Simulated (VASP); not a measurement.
Computed with PBE GGA, VASP's PBE PAW potentials (set 64) (plane waves; VASP).

VASP input:

File POSCAR:
```
Se
1
    2.2020640000    -3.7554740000     0.0000000000
    2.2020640000     3.7554740000     0.0000000000
    0.0000000000     0.0000000000     4.9328050000
Se
3
Direct
  0.0000000000   0.2250000000   0.6666670000
  0.7750000000   0.7750000000   0.0000000000
  0.2328360000   0.0078360000   0.3333330000
```

**INCAR**
```
SYSTEM = Se
PREC = Accurate
ENCUT = 400
EDIFF = 1E-5
NELM = 100
ALGO = Normal
LREAL = .FALSE.
LASPH = .TRUE.
ISMEAR = 0
SIGMA = 0.05
GGA = PE
LMAXMIX = 4
LWAVE = .FALSE.
LCHARG = .FALSE.
ISIF = 2
```

### KPOINTS
```
Automatic mesh
0
Gamma
5 5 4
0 0 0
```

POTCAR, in this order: Se (PBE.64 set). Program: vasp_std.

Problem. What will the output report for the number of irreducible k-points (NKPTS), number of bands (NBANDS), largest plane-wave count, number of space-group operations, FFT grid (NGX, NGY, NGZ)?

Solution. 
- number of irreducible k-points (NKPTS): 51
- number of bands (NBANDS): 13
- largest plane-wave count: 1495
- number of space-group operations: 1
- FFT grid (NGX, NGY, NGZ): 28 × 28 × 32

The compound is Se in the trig structure. The cell was not relaxed at this level, atoms are displaced from their ideal sites. The run is one of a series of settings (EDIFF = 1E-5 against the base run), some of them coarse on purpose.
